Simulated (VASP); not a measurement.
# Al3Si2F (P1) in VASP: relaxation of cell and atoms with PBE

Aim: the relaxation of cell and atoms of Al3Si2F with PBE.

Everything below comes from runs of VASP 6.6.1. Logs are shortened: lines on timing, memory, paths and dates and some standing lists are left out, and cuts for length are marked.

## (1) The crystal as given

The typed cell holds 12 atoms: a = 5.656 Å, b = 4.450 Å, c = 7.616 Å, α = 89.76°, β = 91.17°, γ = 90.98°.

The cell was built by a generator and needn't be a form met in nature.

## (2) Relaxation of cell and atoms, PBE

INCAR

```
PREC = Normal
ENCUT = 520
EDIFF = 1E-5
ISMEAR = 0
SIGMA = 0.15
LREAL = Auto
LASPH = T
NELM = 80
ALGO = Fast
ISIF = 3
LWAVE = F
LCHARG = F
GGA = PE
IBRION = 2
NSW = 110
EDIFFG = -0.03
ISYM = 0
KPAR = 2
```

KPOINTS

```
regular mesh
0
Gamma
  4 5 3
```

POSCAR

```
Al3Si2F
1.0
    5.6553801800     -0.0484133400     -0.0570405000
   -0.0378941300      4.4496521800      0.0091511800
   -0.0780081000      0.0159891900      7.6151939100
Al Si F
6 4 2
Direct
    0.2672473800      0.4916100100      0.9741025300
    0.8005933900      0.5649127600      0.9548007000
    0.2884173500      0.4817120300      0.2649281700
    0.7394074500      0.5394784400      0.2498141800
    0.2913180400      0.0081285100      0.5502261300
    0.7714589700      0.9752178800      0.5755638300
    0.9706950200      0.0299005800      0.8462207500
    0.4782514400      0.0080752100      0.8617533300
    0.9939103600      0.5463119500      0.5686199200
    0.5262156200      0.4784315600      0.5712752900
    0.2053566900      0.0333945900      0.3276405900
    0.6976262900      0.9741732800      0.3229870500
```

Potentials or basis: VASP PAW PBE potentials, release 64 (Al, Si, F).

Run with:

```sh
$ cat potpaw_PBE.64/Al/POTCAR potpaw_PBE.64/Si/POTCAR potpaw_PBE.64/F/POTCAR > POTCAR
$ mpirun -np 2 vasp_std > vasp.out
```

OUTCAR:

```text
PREC = Normal
   ENCUT = 520
   EDIFF = 1E-5
   ISMEAR = 0
   LREAL = Auto
   LASPH = T
   NELM = 80
   ISIF = 3
   GGA = PE
   IBRION = 2
   NSW = 110
   EDIFFG = -0.03
   ISYM = 0

 ion  position               nearest neighbor table
   1  0.267  0.492  0.974-   3 2.22   8 2.63   2 2.67   8 2.71   7 2.80   2 3.04   7 3.09
   2  0.801  0.565  0.955-   4 2.28   7 2.42   1 2.67   7 2.72   8 2.79   1 3.04   8 3.13   9 3.16

   3  0.288  0.482  0.265-  11 2.10   1 2.22  11 2.56   4 2.56  10 2.67   9 2.90   5 3.02   4 3.12
                             5 3.20
   4  0.739  0.539  0.250-  12 2.03   2 2.28   3 2.56  12 2.58  10 2.76   9 2.80   3 3.12   6 3.16

   5  0.291  0.008  0.550-  11 1.76  10 2.46   8 2.58   9 2.64   6 2.72  10 2.73   7 2.92   6 2.95
                             9 2.96   3 3.02   3 3.20
   6  0.771  0.975  0.576-  12 1.96   9 2.31   7 2.34  10 2.59  10 2.65   5 2.72   8 2.77   9 2.82
                             5 2.95   4 3.16
   7  0.971  0.030  0.846-   6 2.34   2 2.42   2 2.72   8 2.79   1 2.80   8 2.87   5 2.92   9 3.03
                             1 3.09   9 3.12
   8  0.478  0.008  0.862-   5 2.58   1 2.63   1 2.71   6 2.77   2 2.79   7 2.79   7 2.87  10 3.05
                             2 3.13
   9  0.994  0.546  0.569-   6 2.31   5 2.64  10 2.66   4 2.80   6 2.82   3 2.90   5 2.96   7 3.03
                            10 3.03   7 3.12   2 3.16
  10  0.526  0.478  0.571-   5 2.46   6 2.59   6 2.65   9 2.66   3 2.67   5 2.73   4 2.76   9 3.03
                             8 3.05
  11  0.205  0.033  0.328-   5 1.76   3 2.10   3 2.56
  12  0.698  0.974  0.323-   6 1.96   4 2.03   4 2.58

IMPORTANT INFORMATION: All symmetrisations will be switched off!
NOSYMM: (Re-)initialisation of all symmetry stuff for point group C_1.

----------------------------------------------------------------------------------------

                                     Primitive cell

  volume of cell :     191.5978

  direct lattice vectors                    reciprocal lattice vectors
     5.655380180 -0.048413340 -0.057040500     0.176853874  0.001502404  0.001808491
    -0.037894130  4.449652180  0.009151180     0.001919463  0.224753944 -0.000452241
    -0.078008100  0.015989190  7.615193910     0.001322392 -0.000258833  0.131330509

  length of vectors
     5.655875038  4.449822944  7.615610232     0.176869502  0.224762595  0.131337422

  position of ions in fractional coordinates (direct lattice)
     0.267247380  0.491610010  0.974102530
     0.800593390  0.564912760  0.954800700
     0.288417350  0.481712030  0.264928170
     0.739407450  0.539478440  0.249814180
     0.291318040  0.008128510  0.550226130
     0.771458970  0.975217880  0.575563830
     0.970695020  0.029900580  0.846220750
     0.478251440  0.008075210  0.861753330
     0.993910360  0.546311950  0.568619920
     0.526215620  0.478431560  0.571275290
     0.205356690  0.033394590  0.327640590
     0.697626290  0.974173280  0.322987050
[... 111 lines left out ...]
   LORBIT       =      0    0 simple, 1 ext, 2 COOP (PROOUT), +10 PAW based schemes
   GGA     = PE    functional components
   LHFCALC =     F    Hartree Fock is set to
   AEXX    =    0.0000 exact exchange contribution
   IVDW    =     0    specifies the selected vdW correction
   LEPSILON=     F    determine dielectric tensor
   LRPA    =     F    only Hartree local field effects (RPA)
 conjugate gradient relaxation of ions
 non-spin polarized calculation
 RMM-DIIS sequential band-by-band and
 Gauss-broadening in eV      SIGMA  =   0.15
  energy-cutoff  :      520.00
  volume of cell :      191.60
 maximum number of plane-waves:      5191
   NGX = 21   NGY = 17   NGZ = 29

--------------------------------------- Ionic step        1  -------------------------------------------

 number of electron      48.0000005 magnetization

 Free energy of the ion-electron system (eV)
  ---------------------------------------------------
  ext. energy  EPLUGINS =         0.00000000
  ---------------------------------------------------
  free energy    TOTEN  =       -49.87896334 eV

  energy without entropy =      -49.82897375  energy(sigma->0) =      -49.85396855

------------------------ aborting loop because EDIFF is reached ----------------------------------------

  FORCE on cell =-STRESS in cart. coord.  units (eV):
  Direction    XX          YY          ZZ          XY          YZ          ZX
  --------------------------------------------------------------------------------------
  -------------------------------------------------------------------------------------
  Total        1.3178269      5.2421770     17.8405767      0.0423052     -1.5319267     -0.2461136
  in kB       11.0199184     43.8360777    149.1862827      0.3537641    -12.8102616     -2.0580484
  external PRESSURE =      68.0140929 kB  Pullay stress =       0.0000000 kB
[... 119 lines left out ...]
  FREE ENERGIE OF THE ION-ELECTRON SYSTEM (eV)
  ---------------------------------------------------
  free  energy   TOTEN  =       -51.6075404974 eV

  energy  without entropy=      -51.5654443152  energy(sigma->0) =      -51.58649241

 E-fermi :   6.6890     XC(G=0):  -9.8566

 val. band max:        6.6844389477   @ k =   0.0000   0.2000   0.3333
 cond. band min:       6.7158258978   @ k =  -0.2500   0.2000   0.3333
 fundamental gap:      0.0313869500
 Fermi energy:         6.6890087718

 k-point     1 :       0.0000    0.0000    0.0000
  band No.  band energies     occupation
      1     -19.2167      2.00000
      2     -18.9361      2.00000
      3      -5.0834      2.00000
      4      -3.0647      2.00000
      5      -1.8559      2.00000
      6      -1.6222      2.00000
[... 805 lines left out ...]
     30       9.8337      0.00000
     31       9.9507      0.00000

 [... further k-points ...]

[... ionic steps 4 to 49 ...]

--------------------------------------- Ionic step       50  -------------------------------------------

 number of electron      48.0000032 magnetization

------------------------ aborting loop because EDIFF is reached ----------------------------------------
[... 87 lines left out ...]
--------------------------------------- Ionic step       52  -------------------------------------------

 number of electron      48.0000031 magnetization

 Free energy of the ion-electron system (eV)
  ---------------------------------------------------
  ext. energy  EPLUGINS =         0.00000000
  ---------------------------------------------------
  free energy    TOTEN  =       -53.20960469 eV

  energy without entropy =      -53.18261637  energy(sigma->0) =      -53.19611053

 E-fermi :   7.2341     XC(G=0): -10.1598

 val. band max:        7.2235925291   @ k =   0.0000   0.2000  -0.0000
 cond. band min:       7.2349619334   @ k =  -0.2500  -0.4000   0.3333
 fundamental gap:      0.0113694043
 Fermi energy:         7.2341043862

 k-point     1 :       0.0000    0.0000    0.0000
  band No.  band energies     occupation
      1     -18.5189      2.00000
      2     -18.2109      2.00000
      3      -4.4391      2.00000
      4      -3.0194      2.00000
      5      -1.2888      2.00000
      6      -1.0414      2.00000
[... 846 lines left out ...]
  FREE ENERGIE OF THE ION-ELECTRON SYSTEM (eV)
  ---------------------------------------------------
  free  energy   TOTEN  =       -53.2096046917 eV

  energy  without entropy=      -53.1826163713  energy(sigma->0) =      -53.19611053

 reached required accuracy - stopping structural energy minimisation
```

It took 8 min on 2 MPI ranks of Intel Xeon 6975P-C (Granite Rapids), shared host; peak memory 0.26 GiB.

Results:

```yaml
Free_energy: -53.2096 eV
Relaxed_volume: 15.62 Å³/atom
Relaxed_cell: a = 5.381 Å, b = 4.626 Å, c = 7.954 Å, α = 91.66°, β = 108.65°, γ = 89.97°
Space_group_after_relaxing_to_0.05_Å: P1 (No. 1)
Energy_gained_by_relaxing: 277.6 meV/atom
Ionic_steps: 52
Pressure_after_relaxing: 0.0 GPa
Largest_force_after_relaxing: 0.029 eV/Å
Band_gap_on_the_k_mesh: none (metal or under the smearing width)
```

Forces on the atoms (eV/Å):
```
Al  -0.019  0.014  0.002
Al   0.011  0.003  0.003
Al  -0.011 -0.026  0.010
Al   0.000  0.012  0.003
Al  -0.008 -0.004 -0.005
Al  -0.010  0.006 -0.008
Si   0.006  0.019  0.008
Si  -0.006 -0.007  0.006
Si  -0.003  0.013 -0.012
Si   0.028  0.000  0.002
F    0.005 -0.006  0.002
F    0.007 -0.024 -0.014
```

Step by step:
```tsv
step	energy change (eV)	largest force (eV/Å)	pressure (GPa)	volume (Å³)
1	0.0000	3.9827	6.80	191.60
3	-1.7286	1.2460	-3.24	208.63
5	-2.2869	0.7219	2.37	192.73
7	-2.5413	0.7097	0.23	196.28
9	-2.7589	0.3522	-1.93	200.03
11	-2.8585	0.4166	0.86	191.12
13	-2.9086	0.3163	0.35	190.10
15	-2.9529	0.2952	-0.64	192.11
17	-3.0205	0.4119	0.92	188.56
19	-3.0722	0.2454	-0.43	190.40
21	-3.1251	0.2452	0.14	188.92
23	-3.1741	0.4196	0.02	188.72
25	-3.2229	0.3701	-0.32	188.75
27	-3.2671	0.3036	0.57	186.52
29	-3.2911	0.1530	-0.38	188.16
31	-3.3032	0.1195	0.19	186.89
33	-3.3101	0.1025	-0.15	187.35
35	-3.3160	0.0908	0.01	187.20
37	-3.3204	0.0696	-0.07	187.47
39	-3.3226	0.0575	0.08	186.99
41	-3.3226	0.0620	0.23	186.87
43	-3.3240	0.0665	-0.02	187.31
45	-3.3260	0.0447	-0.03	187.34
47	-3.3276	0.0764	0.06	187.07
49	-3.3288	0.0481	-0.02	187.34
51	-3.3299	0.0419	0.04	187.31
52	-3.3306	0.0294	-0.04	187.49
```

Final structure:
```yaml
crystal:
  lattice:
    - [5.30412, -0.00427, -0.90362]
    - [-0.00492, 4.62546, -0.06582]
    - [-1.24240, -0.11937, 7.85554]
  atoms:
    - { symbol: Al, position: [0.25457, 0.52982, 0.91824] }
    - { symbol: Al, position: [0.75251, 0.52855, 0.91751] }
    - { symbol: Al, position: [0.15739, 0.39678, 0.23452] }
    - { symbol: Al, position: [0.66304, 0.58797, 0.24616] }
    - { symbol: Al, position: [0.32566, 0.00561, 0.57472] }
    - { symbol: Al, position: [0.82795, 0.01374, 0.57970] }
    - { symbol: Si, position: [0.00082, 0.02619, 0.92075] }
    - { symbol: Si, position: [0.49746, 0.02884, 0.91281] }
    - { symbol: Si, position: [0.07283, 0.50822, 0.56343] }
    - { symbol: Si, position: [0.57109, 0.50821, 0.56375] }
    - { symbol: F, position: [0.20409, 0.02761, 0.31864] }
    - { symbol: F, position: [0.70309, 0.96981, 0.31772] }
```

Levels at points of the mesh, in eV from the Fermi level:
| k point | band 22 | band 23 | band 24 | band 25 | band 26 | band 27 |
| --- | --- | --- | --- | --- | --- | --- |
| (0.00, 0.00, 0.00) | -1.07 | -0.33 | -0.28 | -0.20 | 0.36 | 0.43 |
| (0.50, 0.00, 0.00) | -1.81 | -0.75 | -0.70 | -0.28 | -0.15 | 0.84 |
